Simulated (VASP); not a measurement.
Given:

```
CELL_PARAMETERS angstrom
      4.03080     0.00000     0.00000
      0.00000     4.03080     0.00000
      0.00000     0.00000     4.03080
ATOMIC_POSITIONS crystal
  K  0.00000 0.00000 0.00000
  Zn 0.50000 0.50000 0.50000
  F  0.50000 0.00000 0.50000
  F  0.00000 0.50000 0.50000
  F  0.50000 0.50000 0.00000
```

Level of theory: r2SCAN+rVV10, VASP's PBE PAW potentials (set 64) (plane waves; VASP). Numerical set-up: 520 eV cut-off, 6×6×6 Γ-centred mesh, Gaussian smearing of 0.050 eV, potentials K_sv Zn F.

**Question.** What does the run give for the energy per atom (σ→0), band gap (on the k-mesh) with the smallest direct gap where there is one?

**Answer.** 
The band gap (on the k-mesh) is 4.56 eV and the smallest direct gap (on the k-mesh) is 6.64 eV. The energy per atom (σ→0) comes out as -7.401 eV/atom.

The absolute energy has meaning only against runs of the same code, potentials and settings.

The compound is KZnF3 in the cubic perovskite structure. It was relaxed first.
